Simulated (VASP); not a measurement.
A VASP calculation is set up with these files.

File KPOINTS:
```
K-points
0
gamma
8 8 8
```

### INCAR
```
AGGAC = 0.0
ALGO = Normal
EDIFF = 1E-7
ENCUT = 520
GGA = ML
ISIF = 2
ISMEAR = -5
LASPH = T
LCHARG = T
LMAXMIX = 4
LORBIT = 11
LREAL = F
LUSE_VDW = T
LWAVE = F
NEDOS = 601
NELM = 100
PREC = Accurate
SYSTEM = SrTe
ZAB_VDW = -1.8867
```

POSCAR:
```
SrTe
1.0
  0.0000000000   3.4222136468   3.4222136468
  3.4222136468   0.0000000000   3.4222136468
  3.4222136468   3.4222136468   0.0000000000
Sr Te
1 1
Cartesian
  0.0000000000   0.0000000000   0.0000000000
  3.4222136468   3.4222136468   3.4222136468
```

POTCAR, in this order: Sr_sv Te (PBE.64 set). Program: vasp_std.

Task: Write an equivalent input for Quantum ESPRESSO's pw.x.

Result: One equivalent input (not run):
```
&CONTROL
  calculation = 'scf'
  pseudo_dir = './pseudo'
  outdir = './out'
  tprnfor = .true.
  tstress = .true.
/
&SYSTEM
  ibrav = 0
  nat = 2
  ntyp = 2
  ecutwfc = 82.3
  occupations = 'tetrahedra'
  input_dft = 'vdw-df2'
/
&ELECTRONS
  conv_thr = 7.3e-09
  electron_maxstep = 100
/
ATOMIC_SPECIES
  Sr 87.620 Sr.upf
  Te 127.600 Te.upf
CELL_PARAMETERS angstrom
     0.0000000    3.4222136    3.4222136
     3.4222136    0.0000000    3.4222136
     3.4222136    3.4222136    0.0000000
ATOMIC_POSITIONS crystal
  Sr   0.0000000  0.0000000  0.0000000
  Te   0.5000000  0.5000000  0.5000000
K_POINTS automatic
  8 8 8 0 0 0
```
Limits of the translation: the potentials are each code's own (VASP's PAW set, PseudoDojo norm-conserving files in pw.x), so ENCUT and ecutwfc are chosen apart and not converted; conv_thr bounds pw.x's estimated SCF error, while EDIFF bounds the energy change between steps.

The compound is SrTe in the rock salt structure. It was relaxed first, which changed the volume by +9 %.
